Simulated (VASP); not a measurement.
Cl2, in a box:

```
Cl
1.0
    12.24355    0.00000    0.00000
     0.00000   12.74355    0.00000
     0.00000    0.00000   13.24355
Cl
2
Direct
  0.50707 0.46473 0.56583
  0.49309 0.54221 0.43569
```

Base run:

* Program: VASP 6.6.1
* Functional: RPBE
* Potentials or basis: VASP PAW PBE potentials, release 64 (Cl)
* Cutoff: 400 eV
* k mesh: 1 × 1 × 1
* Occupations: gaussian, width 0.01 eV
* Spin: no spin polarisation

Its results: gap between the frontier levels 3.10 eV; largest force 0.150 eV/Å.

Question: The run is repeated on the same cell with these changes: functional from RPBE to rev-vdW-DF2. What comes out?

Answer: Gap between the frontier levels 3.02 eV; largest force 0.133 eV/Å.

Caveats: the PAW data sets were made with another functional, which shifts forces and pressure a little.

